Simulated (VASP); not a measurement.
An input for Quantum ESPRESSO's pw.x (written as the equivalent of a VASP run, and not itself run):

```
&CONTROL
  calculation = 'scf'
  pseudo_dir = './pseudo'
  outdir = './out'
  tprnfor = .true.
  tstress = .true.
/
&SYSTEM
  ibrav = 0
  nat = 3
  ntyp = 2
  ecutwfc = 66
  occupations = 'smearing'
  smearing = 'gaussian'
  degauss = 0.03675
  input_dft = 'pbe'
/
&ELECTRONS
  conv_thr = 7.3e-08
  electron_maxstep = 100
/
ATOMIC_SPECIES
  Zr 91.224 Zr.upf
  S 32.060 S.upf
CELL_PARAMETERS angstrom
     1.8009650   -3.1663220    0.0000000
     1.8009650    3.1663220    0.0000000
     0.0000000    0.0000000    5.7947140
ATOMIC_POSITIONS crystal
  Zr   0.0000000  0.0000000  0.0000000
  S    0.3333330  0.6666670  0.2500000
  S    0.6837390  0.3504050  0.7500000
K_POINTS automatic
  6 6 4 0 0 0
```

Problem. Write the VASP files for the same calculation (PBE).

Solution. This is not unique; one that fits is 
INCAR:
```
EDIFF = 1E-6   # SCF stop (eV)
LCHARG = .FALSE.
LWAVE = .FALSE.
LMAXMIX = 4
ISMEAR = 0   # Gaussian
ISIF = 2   # forces and stress, cell fixed
NELM = 100   # most electronic steps
SYSTEM = ZrS2
GGA = PE
PREC = Accurate
LREAL = .FALSE.   # projection in real space or not
SIGMA = 0.5
LASPH = .TRUE.   # aspherical one-centre terms
ALGO = Normal   # blocked Davidson
ENCUT = 400   # plane-wave cut-off (eV)
```

### POSCAR
```
ZrS2
1
    1.8009650000    -3.1663220000     0.0000000000
    1.8009650000     3.1663220000     0.0000000000
    0.0000000000     0.0000000000     5.7947140000
Zr S
1 2
Direct
  0.0000000000   0.0000000000   0.0000000000
  0.3333330000   0.6666670000   0.2500000000
  0.6837390000   0.3504050000   0.7500000000
```

KPOINTS:
```
Automatic
0
G
 6 6 4
```

POTCAR, in this order: Zr_sv S (PBE.64 set). Program: vasp_std.

Limits of the translation: the potentials are each code's own (VASP's PAW set, PseudoDojo norm-conserving files in pw.x), so ENCUT and ecutwfc are chosen apart and not converted; conv_thr bounds pw.x's estimated SCF error, while EDIFF bounds the energy change between steps.

The compound is ZrS2 in the 1T layered structure. The cell was not relaxed at this level, atoms are displaced from their ideal sites. The run is one of a series of settings (SIGMA = 0.5 against the base run), some of them coarse on purpose.
